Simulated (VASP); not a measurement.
PbSe (rock salt), at 1.04 of the tabulated volume:

```yaml
crystal:
  lattice:
    - [0.00000, 3.10027, 3.10027]
    - [3.10027, 0.00000, 3.10027]
    - [3.10027, 3.10027, 0.00000]
  atoms:
    - { symbol: Pb, position: [0.00000, 0.00000, 0.00000] }
    - { symbol: Se, position: [0.50000, 0.50000, 0.50000] }
```

The lowest empty band near L, direction across the valley's axis, from mBJ (TB09) with spin-orbit coupling in VASP (PAW); its two spin partners are averaged. The gap over the points computed is 0.50 eV, and the next band on that side lies 1.40 eV away at the edge.

Numerical set-up: 400 eV cut-off, 8×8×8 Γ-centred mesh, Gaussian smearing of 0.050 eV, potentials Pb_d Se.

```tsv
distance from the edge in k (1/Å)	distance in energy (meV)
0.012	6.2
0.018	13.7
0.025	25.9
0.035	48.9
0.050	93.1
0.070	164.6
```

Problem. Fit E(1 + αE) = ħ²k²/2m* (ħ²/2m0 = 3.810 eV Å²) and predict the row at 0.095 1/Å.

Solution. Least squares on the energies gives the electron mass m* = 0.088 m0 and α = 1.77 per eV, and so 266.2 meV. The run gave 266.1 meV, -0.1 meV from the fit.

Left out are points under 3 meV from the edge, since the levels carry 0.1 meV, and points farther than half the way to the next band.

The compound is PbSe in the rock salt structure. The cell was not relaxed at this level.
